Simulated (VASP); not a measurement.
Given:

```xyz
6
Lattice="2.1723 1.2542 9.8672 -2.1723 1.2542 9.8672 0.0000 -2.5083 9.8672" Properties=species:S:1:pos:R:3 pbc="T T T"
Ba     0.0000     0.0000     7.4463
Ba     0.0000     0.0000    22.1554
Cu     0.0000     0.0000    14.8008
Br     0.0000     0.0000     0.0000
O      0.0000     0.0000    16.6119
O      0.0000     0.0000    12.9897
```

The numbers are results of LDA (Ceperley-Alder, Perdew-Zunger), VASP's LDA PAW potentials (set 64) (plane waves; VASP 6.6.1), not measurements. Run with 400 eV cut-off, 5×5×5 Γ-centred mesh, Gaussian smearing of 0.010 eV, potentials Ba_sv Cu Br O.

Unless said otherwise, spin-orbit coupling is left out, though it shifts the bands of the heavy elements here.

Question: Give the energies of bands 16 to 29 at the high-symmetry points, in eV from the valence-band maximum.

Answer: 
| band | Γ | T | H2 | L | S0 | F |
|---|---|---|---|---|---|---|
| 16 | -2.72 | -2.58 | -2.83 | -2.83 | -2.82 | -2.79 |
| 17 | -2.72 | -2.38 | -2.74 | -2.70 | -2.75 | -2.73 |
| 18 | -2.38 | -2.38 | -2.35 | -2.54 | -2.35 | -2.49 |
| 19 | -2.02 | -2.33 | -1.94 | -1.98 | -1.95 | -1.95 |
| 20 | -2.02 | -2.33 | -1.93 | -1.81 | -1.91 | -1.74 |
| 21 | -1.82 | -1.78 | -1.30 | -1.44 | -1.30 | -1.45 |
| 22 | -1.33 | -1.33 | -1.29 | -1.23 | -1.29 | -1.23 |
| 23 | -1.33 | -1.33 | -0.85 | -0.89 | -0.85 | -0.91 |
| 24 | -0.35 | -0.30 | -0.06 | -0.15 | -0.06 | -0.18 |
| 25 | -0.35 | -0.30 | -0.04 | 0.00 | -0.04 | -0.01 |
| 26 | 2.11 | 2.85 | 2.83 | 2.29 | 2.86 | 2.40 |
| 27 | 3.35 | 2.86 | 2.91 | 3.50 | 2.88 | 3.45 |
| 28 | 4.25 | 3.41 | 3.93 | 4.09 | 3.91 | 4.09 |
| 29 | 4.78 | 4.80 | 4.52 | 4.21 | 4.55 | 4.35 |

The gap is indirect, 2.11 eV, from the valence maximum at L to the conduction minimum at Γ.

The structure comes from a computed database's Ba2CuBrO2 entry; how it stands against other phases isn't given here. The cell was not relaxed at this level.
